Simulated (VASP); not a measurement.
# NaVP (P4/mmm) in VASP: relaxation of cell and atoms with PBE

Aim: the relaxation of cell and atoms of NaVP with PBE.

All numbers are computed with VASP 6.6.1; they aren't measurements. Logs are shortened: lines on timing, memory, paths and dates and some standing lists are left out, and cuts for length are marked.

## 1. Starting point

Symmetry: P4/mmm, No. 123, tetragonal system. The conventional cell has a = 3.071 Å, b = 3.071 Å, c = 6.757 Å, α = 90.00°, β = 90.00°, γ = 90.00°. Na (site symmetry 4/mmm) is surrounded by 4 Na at 3.07 Å and 2 V at 3.38 Å. Around V (site symmetry 4/mmm) lie 4 P at 2.17 Å. P (site symmetry 4/mmm) has 4 V at 2.17 Å as nearest neighbours.

The cell was built by a generator and needn't be a form met in nature.

## 2. Relaxation of cell and atoms, PBE, collinear spin, ferromagnetic start

Contents of INCAR:

```
PREC = Accurate
ENCUT = 600
EDIFF = 1E-6
ISMEAR = 0
SIGMA = 0.05
LREAL = False
LASPH = True
NELM = 120
ALGO = Fast
ISIF = 3
LWAVE = False
LCHARG = False
ISPIN = 2
MAGMOM = 0 2 0
LORBIT = 11
LMAXMIX = 4
GGA = PE
IBRION = 2
NSW = 60
EDIFFG = -0.005
```

Contents of KPOINTS:

```
Automatic mesh
0
Gamma
  9 9 4
```

Contents of POSCAR:

```
NaVP
1.0
    3.0712563300      0.0000000000      0.0000000000
    0.0000000000      3.0712563300      0.0000000000
    0.0000000000      0.0000000000      6.7568593500
Na V P
1 1 1
Direct
    0.5000000000      0.5000000000      0.0000000000
    0.5000000000      0.5000000000      0.5000000000
    0.0000000000      0.0000000000      0.5000000000
```

Potentials or basis: VASP PAW PBE potentials, release 64 (Na_pv, V_sv, P).

Run with:

```bash
cat potpaw_PBE.64/Na_pv/POTCAR potpaw_PBE.64/V_sv/POTCAR potpaw_PBE.64/P/POTCAR > POTCAR
mpirun -np 1 vasp_std > vasp.out
```

OUTCAR:

```text
PREC = Accurate
   ENCUT = 600
   EDIFF = 1E-6
   ISMEAR = 0
   LREAL = False
   LASPH = True
   NELM = 120
   ISIF = 3
   ISPIN = 2
   LORBIT = 11
   GGA = PE
   IBRION = 2
   NSW = 60
   EDIFFG = -0.005

 ion  position               nearest neighbor table
   1  0.500  0.500  0.000-
   2  0.500  0.500  0.500-   3 2.17   3 2.17   3 2.17   3 2.17
   3  0.000  0.000  0.500-   2 2.17   2 2.17   2 2.17   2 2.17

  LATTYP: Found a simple tetragonal cell.
 ALAT       =     3.0712563300
 C/A-ratio  =     2.2000310700

  Lattice vectors:

 A1 = (   3.0712563300,   0.0000000000,   0.0000000000)
 A2 = (   0.0000000000,   3.0712563300,   0.0000000000)
 A3 = (   0.0000000000,   0.0000000000,   6.7568593500)

Analysis of symmetry for initial positions (statically):
=====================================================================
 Subroutine PRICEL returns:
 Original cell was already a primitive cell.

 Routine SETGRP: Setting up the symmetry group for a
 simple tetragonal supercell.

 Subroutine GETGRP returns: Found 16 space group operations
 (whereof 16 operations were pure point group operations)
 out of a pool of 16 trial point group operations.

The static configuration has the point symmetry D_4h.

Analysis of symmetry for dynamics (positions and initial velocities):
=====================================================================
 Subroutine PRICEL returns:
 Original cell was already a primitive cell.

 Routine SETGRP: Setting up the symmetry group for a
 simple tetragonal supercell.

 Subroutine GETGRP returns: Found 16 space group operations
 (whereof 16 operations were pure point group operations)
 out of a pool of 16 trial point group operations.

The dynamic configuration has the point symmetry D_4h.

Analysis of structural, dynamic, and magnetic symmetry:
=====================================================================
 Subroutine PRICEL returns:
 Original cell was already a primitive cell.

 Routine SETGRP: Setting up the symmetry group for a
 simple tetragonal supercell.

 Subroutine GETGRP returns: Found 16 space group operations
 (whereof 16 operations were pure point group operations)
 out of a pool of 16 trial point group operations.

The overall configuration has the point symmetry D_4h.

 Subroutine INISYM returns: Found 16 space group operations
 (whereof 16 operations are pure point group operations),
 and found     1 'primitive' translations

----------------------------------------------------------------------------------------

                                     Primitive cell

  volume of cell :      63.7349

  direct lattice vectors                    reciprocal lattice vectors
     3.071256330  0.000000000  0.000000000     0.325599655  0.000000000  0.000000000
     0.000000000  3.071256330  0.000000000     0.000000000  0.325599655  0.000000000
     0.000000000  0.000000000  6.756859350     0.000000000  0.000000000  0.147997753

  length of vectors
     3.071256330  3.071256330  6.756859350     0.325599655  0.325599655  0.147997753

  position of ions in fractional coordinates (direct lattice)
     0.500000000  0.500000000  0.000000000
     0.500000000  0.500000000  0.500000000
     0.000000000  0.000000000  0.500000000

  ion indices of the primitive-cell ions
   primitive index   ion index
                 1           1
                 2           2
                 3           3

----------------------------------------------------------------------------------------

 KPOINTS: Automatic mesh

Automatic generation of k-mesh.
 Grid dimensions read from file:
 generate k-points for:    9    9    4

 Generating k-lattice:

  Cartesian coordinates                     Fractional coordinates (reciprocal lattice)
     0.036177739  0.000000000  0.000000000     0.111111111  0.000000000  0.000000000
     0.000000000  0.036177739  0.000000000     0.000000000  0.111111111  0.000000000
     0.000000000  0.000000000  0.036999438     0.000000000  0.000000000  0.250000000

  Length of vectors
     0.036177739  0.036177739  0.036999438

  Shift w.r.t. Gamma in fractional coordinates (k-lattice)
     0.000000000  0.000000000  0.000000000

 Subroutine IBZKPT returns following result:
 ===========================================

 Found     45 irreducible k-points:

 Following reciprocal coordinates:
            Coordinates               Weight
  0.000000  0.000000  0.000000      1.000000
  0.111111  0.000000  0.000000      4.000000
  0.222222  0.000000  0.000000      4.000000
  0.333333  0.000000  0.000000      4.000000
  0.444444  0.000000  0.000000      4.000000
  0.111111  0.111111  0.000000      4.000000
[... 16 lines left out ...]
  0.333333  0.111111  0.250000     16.000000
  0.444444  0.111111  0.250000     16.000000
 [... further k-points ...]
   k-points           NKPTS =     45   k-points in BZ     NKDIM =     45   number of bands    NBANDS=     17
   number of dos      NEDOS =    301   number of ions     NIONS =      3
   total plane-waves  NPLWV =  42336
   dimension x,y,z NGX =    28 NGY =   28 NGZ =   54
   dimension x,y,z NGXF=    56 NGYF=   56 NGZF=  108
   ions per type =               1   1   1
   NGX,Y,Z   is equivalent  to a cutoff of  15.16, 15.16, 13.29 a.u.
   NGXF,Y,Z  is equivalent  to a cutoff of  30.31, 30.31, 26.57 a.u.
 SYSTEM =  unknown system
   PREC   = accura    normal or accurate (medium, high low for compatibility)
   ISTART =      0    job   : 0-new  1-cont  2-samecut
   ICHARG =      2    charge: 1-file 2-atom 10-const
   ISPIN  =      2    spin polarized calculation?
   LNONCOLLINEAR =      F non collinear calculations
   LSORBIT =      F    spin-orbit coupling
   LASPH  =      T    aspherical Exc in radial PAW
   ENCUT  =  600.0 eV  44.10 Ry    6.64 a.u.   6.13  6.13 13.50*2*pi/ulx,y,z
   NELM   =    120;   NELMIN=  2; NELMDL= -5     # of ELM steps
   EDIFF  = 0.1E-05   stopping-criterion for ELM
   LREAL  =      F    real-space projection
   EDIFFG = -.5E-02   stopping-criterion for IOM
   NSW    =     60    number of steps for IOM
   IBRION =      2    ionic relax: 0-MD 1-quasi-New 2-CG
   NFREE  =      1    steps in history (QN), initial steepest desc. (CG)
   ISIF   =      3    stress and relaxation
   ISYM   =      2    0-nonsym 1-usesym 2-fastsym
   POTIM  = 0.5000    time-step for ionic-motion
   TEBEG  =    0.0;   TEEND  =   0.0 temperature during run
   PSTRESS=    0.0 pullay stress
   NELECT =      25.0000    total number of electrons
   NUPDOWN=      -1.0000    fix difference up-down
   EMIN   =  10.00;   EMAX   =-10.00  energy-range for DOS
   EFERMI =   0.00;   METHOD = LEGACY
   ISMEAR =     0;   SIGMA  =   0.05  broadening in eV -4-tet -1-fermi 0-gaus
   EFERMI_NEDOS =   21; number of points for ismear=-14 and -15
   IALGO  =     68    algorithm
   IMIX   =      4    mixing-type and parameters
     AMIX     =   0.40;   BMIX     =  1.00
     AMIX_MAG =   1.60;   BMIX_MAG =  1.00
  volume/ion in A,a.u.               =      21.24       143.37
  Fermi-wavevector in a.u.,A,eV,Ry     =   1.198384  2.264616 19.539641  1.436123
  Thomas-Fermi vector in A             =   2.334274
   LORBIT       =     11    0 simple, 1 ext, 2 COOP (PROOUT), +10 PAW based schemes
   GGA     = PE    functional components
   LHFCALC =     F    Hartree Fock is set to
   AEXX    =    0.0000 exact exchange contribution
   IVDW    =     0    specifies the selected vdW correction
   LEPSILON=     F    determine dielectric tensor
   LRPA    =     F    only Hartree local field effects (RPA)
 conjugate gradient relaxation of ions
 spin polarized calculation
 RMM-DIIS sequential band-by-band and
 Gauss-broadening in eV      SIGMA  =   0.05
  energy-cutoff  :      600.00
  volume of cell :       63.73
 maximum number of plane-waves:      2146
 NGX is ok and might be reduce to    28
   NGX = 13   NGY = 13   NGZ = 27

--------------------------------------- Ionic step        1  -------------------------------------------

 number of electron      24.9999992 magnetization       1.0188065

 Free energy of the ion-electron system (eV)
  ---------------------------------------------------
  ext. energy  EPLUGINS =         0.00000000
  ---------------------------------------------------
  free energy    TOTEN  =       -14.98661641 eV

  energy without entropy =      -14.98430843  energy(sigma->0) =      -14.98546242

 E-fermi :   4.5893     XC(G=0):  -8.9561

 val. band max:        4.5671811074   @ k =   0.3333   0.2222   0.2500
 cond. band min:       4.5958708523   @ k =   0.2222   0.2222   0.5000
 fundamental gap:      0.0286897449
 Fermi energy:         4.5893353842

 spin component 1

 k-point     1 :       0.0000    0.0000    0.0000
  band No.  band energies     occupation
      1     -59.9946      1.00000
      2     -33.9648      1.00000
      3     -33.9648      1.00000
      4     -33.7822      1.00000
      5     -20.6092      1.00000
      6     -20.6092      1.00000
[... 9 lines left out ...]
     16       5.0607      0.00000
     17       5.0607      0.00000
[... 980 lines left out ...]
--------------------------------------- Ionic step        2  -------------------------------------------

 number of electron      25.0000015 magnetization      -0.1598282

 number of electron      25.0000015 magnetization       0.2953848

------------------------ aborting loop EDIFF was not reached (unconverged)  ----------------------------

  FORCE on cell =-STRESS in cart. coord.  units (eV):
  Direction    XX          YY          ZZ          XY          YZ          ZX
  --------------------------------------------------------------------------------------
  -------------------------------------------------------------------------------------
  Total       -4.1472680     -4.1472680     -2.5939654      0.0000000      0.0000000      0.0000000
  in kB      -84.3343254    -84.3343254    -52.7480558      0.0000000      0.0000000      0.0000000
  external PRESSURE =     -73.8055689 kB  Pullay stress =       0.0000000 kB

 VOLUME and BASIS-vectors are now :
 -----------------------------------------------------------------------------
  energy-cutoff  :      600.00
  volume of cell :       78.79
      direct lattice vectors                 reciprocal lattice vectors
     3.457027352  0.000000000  0.000000000     0.289265863  0.000000000 -0.000000000
     0.000000000  3.457027352  0.000000000     0.000000000  0.289265863 -0.000000000
     0.000000000  0.000000000  6.592690340     0.000000000  0.000000000  0.151683144
[... 46 lines left out ...]
  FREE ENERGIE OF THE ION-ELECTRON SYSTEM (eV)
  ---------------------------------------------------
  free  energy   TOTEN  =       -15.5850484633 eV

  energy  without entropy=      -15.5821694513  energy(sigma->0) =      -15.58360896

[... ionic steps 4 to 19 ...]

--------------------------------------- Ionic step       20  -------------------------------------------

 number of electron      24.9999993 magnetization       2.0510095

------------------------ aborting loop because EDIFF is reached ----------------------------------------

  FORCE on cell =-STRESS in cart. coord.  units (eV):
  Direction    XX          YY          ZZ          XY          YZ          ZX
  --------------------------------------------------------------------------------------
  -------------------------------------------------------------------------------------
  Total       -0.0153403     -0.0153403     -0.0063371      0.0000000     -0.0000000      0.0000000
  in kB       -0.3630892     -0.3630892     -0.1499921      0.0000000     -0.0000000      0.0000000
  external PRESSURE =      -0.2920568 kB  Pullay stress =       0.0000000 kB
[... 59 lines left out ...]
  energy  without entropy=      -15.7129666964  energy(sigma->0) =      -15.71408824

--------------------------------------- Ionic step       22  -------------------------------------------

 number of electron      24.9999993 magnetization       2.0510268

 Free energy of the ion-electron system (eV)
  ---------------------------------------------------
  ext. energy  EPLUGINS =         0.00000000
  ---------------------------------------------------
  free energy    TOTEN  =       -15.71521006 eV

  energy without entropy =      -15.71296081  energy(sigma->0) =      -15.71408544

 E-fermi :   4.2714     XC(G=0):  -8.8074

 val. band max:        4.2707239042   @ k =   0.4444   0.0000   0.0000
 cond. band min:       4.2870406582   @ k =   0.3333   0.0000   0.5000
 fundamental gap:      0.0163167540
 Fermi energy:         4.2714191695

 spin component 1

 k-point     1 :       0.0000    0.0000    0.0000
  band No.  band energies     occupation
      1     -60.8031      1.00000
      2     -34.6852      1.00000
      3     -34.6852      1.00000
      4     -34.6697      1.00000
      5     -20.9655      1.00000
      6     -20.9581      1.00000
[... 9 lines left out ...]
     16       4.0126      1.00000
     17       5.1698      0.00000
[... 974 lines left out ...]
  FREE ENERGIE OF THE ION-ELECTRON SYSTEM (eV)
  ---------------------------------------------------
  free  energy   TOTEN  =       -15.7152100649 eV

  energy  without entropy=      -15.7129608106  energy(sigma->0) =      -15.71408544

 reached required accuracy - stopping structural energy minimisation

 total charge

# of ion       s       p       d       tot
------------------------------------------
    1        0.096   5.966   0.000   6.062
    2        2.224   6.162   3.167  11.553
    3        1.048   1.499   0.000   2.547
--------------------------------------------------
tot          3.369  13.627   3.167  20.162

 magnetization (x)

# of ion       s       p       d       tot
------------------------------------------
    1        0.007   0.007   0.000   0.014
    2        0.032   0.014   1.763   1.809
    3       -0.012  -0.103   0.000  -0.116
--------------------------------------------------
tot          0.026  -0.082   1.763   1.707
```

Wall time 35 min (1 thread of AMD EPYC 9R45 (Zen 5), shared host); peak memory 0.28 GiB.

What came out:

- Free energy: -15.7152 eV
- Relaxed volume: 22.56 Å³/atom
- Relaxed cell: a = 3.351 Å, b = 3.351 Å, c = 6.026 Å, α = 90.00°, β = 90.00°, γ = 90.00°
- Space group after relaxing (to 0.05 Å): P4/mmm (No. 123)
- Energy gained by relaxing: 242.9 meV/atom
- Ionic steps: 22
- Pressure after relaxing: 0.0 GPa
- Band gap on the k mesh: none (metal or under the smearing width)
- Net moment: 2.05 μB per cell
- Site moments: Na +0.01; V +1.81; P -0.12 μB
- Valence electrons inside the program's atomic spheres: Na 6.06; V 11.55; P 2.55

The path:
```tsv
step	energy change (eV)	largest force (eV/Å)	pressure (GPa)	volume (Å³)
1	0.0000	0.0000	11.82	63.73
2	-0.2421	0.0000	-7.38	78.79
3	-0.5984	0.0000	1.72	71.68
4	-0.6416	0.0000	-0.50	74.01
5	-0.6441	0.0000	-1.14	74.65
6	-0.6441	0.0000	-1.31	74.87
7	-0.6754	0.0000	-1.10	73.20
8	-0.7282	0.0000	-0.28	68.19
9	-0.7283	0.0000	-0.21	67.85
10	-0.7283	0.0000	-0.23	67.99
11	-0.7284	0.0000	0.10	67.55
12	-0.7286	0.0000	-0.02	67.74
13	-0.7286	0.0000	-0.04	67.73
14	-0.7285	0.0000	0.10	67.64
15	-0.7286	0.0000	-0.04	67.73
16	-0.7286	0.0000	0.04	67.68
17	-0.7286	0.0000	-0.02	67.72
18	-0.7286	0.0000	0.05	67.66
19	-0.7286	0.0000	0.03	67.67
20	-0.7286	0.0000	-0.03	67.69
21	-0.7286	0.0000	-0.03	67.68
22	-0.7286	0.0000	0.00	67.68
```

Final structure:
```
Na V P
1.0
     3.35124    0.00000    0.00000
     0.00000    3.35124    0.00000
     0.00000    0.00000    6.02649
Na V P
1 1 1
Direct
  0.50000 0.50000 0.00000
  0.50000 0.50000 0.50000
  0.00000 0.00000 0.50000
```

Levels at points of the mesh, in eV from the Fermi level:
Spin up:
```
           k point  band 12  band 13  band 14  band 15  band 16  band 17
(0.00, 0.00, 0.00)    -0.94    -0.46    -0.46    -0.26    -0.26     0.90
(0.00, 0.00, 0.50)    -0.94    -0.46    -0.46    -0.25    -0.25     1.09
```
Spin down:
```
           k point  band 9  band 10  band 11  band 12  band 13  band 14
(0.00, 0.00, 0.00)   -3.60    -2.19    -1.67    -0.26    -0.26     0.07
(0.00, 0.00, 0.50)   -4.41    -1.66    -0.25    -0.25    -0.01     0.07
```

## 3. For comparison

An earlier run on the cell as given: functional PBE; potentials or basis VASP PAW PBE potentials, release 64 (Na_pv, V_sv, P); cutoff 520 eV; k mesh 9 × 9 × 4; occupations fermi-dirac, width 0.05 eV; collinear spin, ferromagnetic start; starting moments [0.0, 2.0, 0.0] μB.

- Pressure: 11.8 GPa
- Band gap on the k mesh: none (metal or under the smearing width)
- Net moment: 0.95 μB per cell
- Site moments: Na -0.01; V +0.83; P -0.04 μB
- Valence electrons inside the program's atomic spheres: Na 6.07; V 11.95; P 2.63
